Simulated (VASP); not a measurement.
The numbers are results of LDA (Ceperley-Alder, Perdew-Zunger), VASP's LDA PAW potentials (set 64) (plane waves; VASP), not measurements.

Input for VASP

**KPOINTS**
```
Regular mesh
0
G
 7 7 7
```

**POSCAR**
```
KBr
1
   -0.0000000000     3.1906055957     3.1906055957
    3.1906055957     0.0000000000     3.1906055957
    3.1906055957     3.1906055957     0.0000000000
K Br
1 1
Direct
  0.0000000000   0.0000000000   1.0000000000
  0.5000000000   0.5000000000   0.5000000000
```

INCAR:
```
SYSTEM = KBr
PREC = Accurate; ENCUT = 520; LREAL = .FALSE.
LASPH = .TRUE.
EDIFF = 1E-6; NELM = 100; ALGO = Normal
LMAXMIX = 4
ISMEAR = 0; SIGMA = 0.05
IBRION = 2; NSW = 60; ISIF = 3
EDIFFG = -0.01
LWAVE = .FALSE.; LCHARG = .FALSE.
```

POTCAR, in this order: K_sv Br (LDA.64 set). Program: vasp_std.

Problem. Predict the energy per atom (σ→0), band gap (on the k-mesh).

Solution. 
```
Quantity                          Result
------------------------  --------------
energy per atom (σ→0)     -3417 meV/atom
band gap (on the k-mesh)         4.32 eV
```

File OSZICAR:
```
...
DAV:   5    -0.700643054357E+01   -0.13775E-02   -0.13774E-02   624   0.873E-01    0.399E+00
DAV:   6    -0.685533064320E+01    0.15110E+00   -0.23631E-01   596   0.272E+00    0.287E+00
DAV:   7    -0.683401748543E+01    0.21313E-01   -0.95475E-02   608   0.189E+00    0.126E+00
DAV:   8    -0.683462252082E+01   -0.60504E-03   -0.10219E-02   668   0.907E-01    0.140E-01
DAV:   9    -0.683462956147E+01   -0.70406E-05   -0.20767E-04   624   0.103E-01    0.589E-02
DAV:  10    -0.683468765640E+01   -0.58095E-04   -0.57988E-05   636   0.514E-02    0.187E-02
DAV:  11    -0.683468720676E+01    0.44964E-06   -0.46867E-06   612   0.158E-02
   1 F= -.68346872E+01 E0= -.68346872E+01  d E =-.683469E+01
```

The compound is KBr in the rock salt structure. It was relaxed first, which changed the volume by -10 %. The start is the result of an earlier pass.
